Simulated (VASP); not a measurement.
Input:

```yaml
crystal:
  lattice:
    - [0.00000, 2.39911, 2.39911]
    - [2.39911, 0.00000, 2.39911]
    - [2.39911, 2.39911, 0.00000]
  atoms:
    - { symbol: B, position: [0.00000, 0.00000, 0.00000] }
    - { symbol: As, position: [0.25000, 0.25000, 0.25000] }
```

The numbers are results of RPBE GGA, VASP's PBE PAW potentials (set 64) (plane waves; VASP 6.6.1), not measurements. Numerical set-up: 520 eV cut-off, 9×9×9 Γ-centred mesh, Gaussian smearing of 0.050 eV, potentials B As.

Question: Give the stress tensor in GPa (positive for a compressed cell).

Answer: 
```
4.06  0.00  0.00
0.00  4.06  0.00
0.00  0.00  4.06
```
The pressure is its mean diagonal, 4.06 GPa.

The compound is BAs in the zinc blende structure. This cell is one point of a volume scan, at 0.97 of the reference volume.
